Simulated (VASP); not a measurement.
The input files of a VASP run:

### KPOINTS
```
kpoints
0
gamma
  10 10 10
```

**INCAR**
```
ALGO = Normal
EDIFF = 1E-7
EDIFFG = -0.01
ENCUT = 480
GGA = PE
IBRION = 2
ISIF = 3
ISMEAR = 1
LASPH = .TRUE.
LCHARG = .FALSE.
LMAXMIX = 4
LREAL = .FALSE.
LWAVE = .FALSE.
NELM = 100
NSW = 40
PREC = Accurate
PSTRESS = 20
SIGMA = 0.1
SYSTEM = InAs
```

File POSCAR:
```
InAs
1
    0.0000000000     3.0556978404     3.0556978404
    3.0556978404     0.0000000000     3.0556978404
    3.0556978404     3.0556978404     0.0000000000
In As
1 1
Direct
  0.0000000000   0.0000000000   0.0000000000
  0.2500000000   0.2500000000   0.2500000000
```

POTCAR, in this order: In_d As (PBE.64 set). Program: vasp_std.

Question: Write an equivalent input for Ansatz.

Answer: One equivalent input (not run):
Ansatz 0.2 input:
```yaml
crystal:
  lattice:
    - [0.0000000, 3.0556978, 3.0556978]
    - [3.0556978, 0.0000000, 3.0556978]
    - [3.0556978, 3.0556978, 0.0000000]
  atoms:
    - { symbol: In, position: [0.0000000, 0.0000000, 0.0000000] }
    - { symbol: As, position: [0.2500000, 0.2500000, 0.2500000] }
kpoints:
  mp_grid: { grid: [10, 10, 10] }
hamiltonian:
  xc: pbe
  pseudopotentials: { kind: paw }
scf:
  occupations: { method: methfessel_paxton, width: 0.1 }
  max_iter: 100
relax:
  max_steps: 40
  f_tol: 0.01
  cell: { p_target: 2 }
output: { forces: true, stress: true, eigenvalues: true }
```
What does not carry over: each code has its own PAW files, so the cut-off isn't converted (ENCUT is set for VASP's; basis.ecutwfc is left out, and Ansatz then takes the one that its files recommend); Ansatz stops its SCF on the density residual and VASP on the energy change (EDIFF).

The compound is InAs in the zinc blende structure. It was relaxed first under an external pressure of 2 GPa.
